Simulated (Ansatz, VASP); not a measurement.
# Y in two plane-wave programs, part 2 of 2

Aim: how closely do two programs agree when they are given the same cell, functional and k mesh? The cell is taken from a series of runs on this material, whose earlier steps may have relaxed, scaled, displaced or heated it; both programs get it as it stands.

VASP 6.6.1 and Ansatz 0.2.0.

So far: Starting point; Ansatz: zone-centre phonons, LDA, pair 1; VASP: zone-centre phonons, LDA, pair 1; Comparison.

**5. VASP: zone-centre phonons, LDA, pair 2**

Level of this step: LDA; plane waves and PAW (Y_sv) (VASP).

Second derivatives magnify differences that forces hide, and they need a tight electronic threshold. The cell compared in this pair holds 59.25 Å³, against 59.03 Å³ for the pair before.

The input, INCAR:

```
SYSTEM = Y
PREC = Accurate
ENCUT = 500
EDIFF = 1E-08
NELM = 120
ISMEAR = 1
SIGMA = 0.2
LREAL = .FALSE.
ALGO = Normal
GGA = CA
NBANDS = 17
LASPH = .TRUE.
LORBIT = 11
LWAVE = .FALSE.
LCHARG = .FALSE.
ISIF = 2
IBRION = 8
GGA_COMPAT = .FALSE.
KPAR = 2
```

The input, POSCAR:

```
Y
1.0
    3.5610648407      0.0000000000      0.0000000000
   -1.7805324204      3.0839726166      0.0000000000
    0.0000000000      0.0000000000      5.3954810740
Y
2
Direct
    0.3333333595      0.6666666405      0.2500000000
    0.6666666405      0.3333333595      0.7500000000
```

The input, KPOINTS:

```
Automatic mesh
0
Gamma
15 15 8
0 0 0
```

PAW data sets: Y_sv (LDA family, release 64).

The run is started by

```
mpirun -np 2 vasp_std
```

Numbers of over 12 decimals in the logs are rounded to 6 here.

The log of the run:

```text
[... set-up lines as in an earlier step ...]
 entering main loop
       N       E                     dE             d eps       ncg     rms          rms(c)
DAV:   1     0.868351812509E+02    0.86835E+02   -0.11314E+04  4598   0.121E+03
DAV:   2    -0.723447879819E+01   -0.94070E+02   -0.92844E+02  5860   0.265E+02
DAV:   3    -0.140607261835E+02   -0.68262E+01   -0.67810E+01  7970   0.441E+01
DAV:   4    -0.142487239677E+02   -0.18800E+00   -0.18758E+00  5623   0.723E+00
[...]
DAV:  12    -0.138880871130E+02    0.47951E-06   -0.49738E-06  5319   0.190E-02    0.779E-03
DAV:  13    -0.138880870276E+02    0.85363E-07   -0.26450E-07  6125   0.432E-03    0.113E-03
DAV:  14    -0.138880870290E+02   -0.14320E-08   -0.10121E-08  4062   0.741E-04
   1 F= -.13888087E+02 E0= -.13888365E+02  d E =0.834300E-03
 Linear response reoptimize wavefunctions to high precision
DAV:   1    -0.138880870300E+02   -0.94315E-09   -0.24639E-09  4481   0.349E-04
DAV:   2    -0.138880870300E+02   -0.10914E-10   -0.22854E-10  3127   0.109E-04
 Linear response DOF=           2
 Linear response progress:
[...]
RMM:  18    -0.250690058503E+00    0.12419E-07   -0.38127E-06 48995   0.103E-03    0.265E-04
RMM:  19    -0.250690083740E+00   -0.25237E-07   -0.29010E-06 48330   0.934E-04    0.302E-04
RMM:  20    -0.250689840237E+00    0.24350E-06   -0.23131E-06 47325   0.859E-04    0.256E-04
 first order change of Fermi-energy   0.25490E-04
 force on displaced ion       1 direction 1 :  -1.438   0.000   0.000
 Linear response progress:
  Degree of freedom:   2/  2
       N       E                     dE             d eps       ncg     rms          rms(c)
RMM:   1    -0.301199936563E+00   -0.30120E+00    0.42013E+00  7684   0.107E+01
RMM:   2    -0.291980264437E+00    0.92197E-02   -0.19958E-01 11355   0.195E+00    0.357E-01
RMM:   3    -0.294419674547E+00   -0.24394E-02   -0.14092E-02 12576   0.576E-01    0.187E-01
RMM:   4    -0.295254595393E+00   -0.83492E-03   -0.22201E-03 14497   0.230E-01    0.539E-02
[...]
RMM:  18    -0.294803308018E+00    0.16733E-08   -0.10830E-06 15818   0.626E-04    0.971E-05
RMM:  19    -0.294803232946E+00    0.75072E-07   -0.87841E-07 15816   0.580E-04    0.832E-05
RMM:  20    -0.294803253686E+00   -0.20740E-07   -0.70320E-07 15641   0.540E-04    0.946E-05
 first order change of Fermi-energy   0.44473E-04
 force on displaced ion       1 direction 3 :   0.000  -0.000  -4.600
 Linear response finished
```

OUTCAR, selected parts (step 5):

```text
  Total       -0.0568520     -0.0568520      0.5139431      0.0000000      0.0000000      0.0000000
  in kB       -1.5372179     -1.5372179     13.8964892      0.0000000      0.0000000      0.0000000
  external PRESSURE =       3.6073511 kB  Pullay stress =       0.0000000 kB

 POSITION                                       TOTAL-FORCE (eV/Angst)
 -----------------------------------------------------------------------------------
      0.00000      2.05598      1.34887         0.000000     -0.000000      0.000000
      1.78053      1.02799      4.04661        -0.000000      0.000000      0.000000
 -----------------------------------------------------------------------------------
    total drift:                               -0.000034      0.000020     -0.000001

[... 1 part as in an earlier step ...]

[... 1 further part left out ...]
```

**6. Ansatz: zone-centre phonons, LDA, pair 2**

The same cell, functional (in two slightly different forms), mesh and smearing now go to Ansatz, which takes its cutoff from its data sets.

The cell is taken from a series of runs on this material, whose earlier steps may have relaxed, scaled, displaced or heated it; both programs get it as it stands.

The input, input.yaml:

```yaml
crystal:
  lattice:
    - [3.5610648407, 0.0, 0.0]
    - [-1.7805324204, 3.0839726166, 0.0]
    - [0.0, 0.0, 5.395481074]
  atoms:
    - { symbol: "Y", position: [0.3333333595, 0.6666666405, 0.25] }
    - { symbol: "Y", position: [0.6666666405, 0.3333333595, 0.75] }
kpoints:
  mp_grid: { grid: [15, 15, 8] }
hamiltonian:
  xc: lda
  pseudopotentials: { kind: paw, azcp: { folder: soft_1 }, xc_functional: pbe }
scf:
  occupations: { method: methfessel_paxton, width: 0.2 }
output:
  eigenvalues: true
phonons:
  method: dfpt
```

The run is started by

```
ansatz run input.yaml --threads 4 --pin off --max-ram 10240MiB --backend cpu --events-out ev --progress --plain --runs-dir out
```

The log of the run:

```text
[...]
Crystal: 2 atoms, lattice volume = 59.254 Å³
Basis set: ecut = 420 eV, 1141 PW (Γ), exchange–correlation on 48×48×80 points (8 copies of the dense FFT grid, shifted against one another)
Bands: 15, of which v1, the nominal top of the filled ones, is band 11 counted from 1 (10 counted from 0)
Symmetry: 24 space group operations
k-points: 320 of 1800 (irreducible under 4 space group operations, time reversal used)
[...]
k-point 1: bands = [... 7 lower, -11.6161, 5.6734, 8.3079, 11.7147, 11.9572, 11.9572, 12.6088, 12.6884]
  k-point 2: bands = [... 7 lower, -11.6783, 6.0223, 8.1525, 11.3924, 11.8313, 11.8313, 12.2842, 12.4096]
  k-point 319: bands = [... 7 lower, -11.7394, 8.9459, 8.9459, 10.5107, 10.5107, 11.1298, 11.1298, 12.9815]
[...]
ASR residual: 4.635e-5 → 0.000e0 eV/Å²; symmetrization residual: 1.802e-10 eV/Å²
  ASR residual per site (eV/Å²): 4.63e-5 4.63e-5
  Γ frequencies (cm⁻¹): 0.00 0.00 0.00 93.77 93.77 168.68
[...]
[key lines of the parts left out:]
SCF converged after 8 iterations
Free energy (F): -7491.145886 eV
Fermi energy:    10.324607 eV
```

**7. Comparison**

Compared:

| quantity | Ansatz | VASP | difference |
| --- | --- | --- | --- |
| optical mode 1 to 2 (cm⁻¹) | 93.8 | 93.8 | -0.01 % |
| optical mode 3 (cm⁻¹) | 168.7 | 167.7 | +0.56 % |

Modes are paired by rising frequency, not by their patterns, so a pair may set unlike modes beside each other; they are those without the splitting of longitudinal modes.

**8. Summary of results**

- r.m.s. difference of the optical zone-centre modes, each program's sorted by frequency (zone-centre phonons, LDA, pair 1): 0.64 cm⁻¹
- difference in optical mode 3 (zone-centre phonons, LDA, pair 1): +0.8 %
- r.m.s. difference of the optical zone-centre modes, each program's sorted by frequency (zone-centre phonons, LDA, pair 2): 0.54 cm⁻¹
- difference in optical mode 3 (zone-centre phonons, LDA, pair 2): +0.6 %

What this shows: The r.m.s. difference of the optical zone-centre modes, each program's sorted by frequency is 0.64 cm⁻¹ (zone-centre phonons, LDA, pair 1). Among the rows given in per cent, the largest difference of the zone-centre phonons, LDA, pair 1 pair is in optical mode 3, +0.8 %. Among the rows given in per cent, the largest difference of the zone-centre phonons, LDA, pair 2 pair is in optical mode 3, +0.6 %. Such differences can come from data sets, numerical settings and the points named under the comparisons, not from the functional's error against experiment.

[Lines on the potential files, build, host, timing and source positions are cut from VASP's logs without a mark.]

[Logs are printed without paths, hosts, clocks, repeated set-up lines and the standing remarks that a program may print on its own settings, such as how far it seeks lower states.]

[Hosts, paths, dates, database ids (printed as entryN), source tags and the programs' standing remarks are cut or masked in the printed files.]
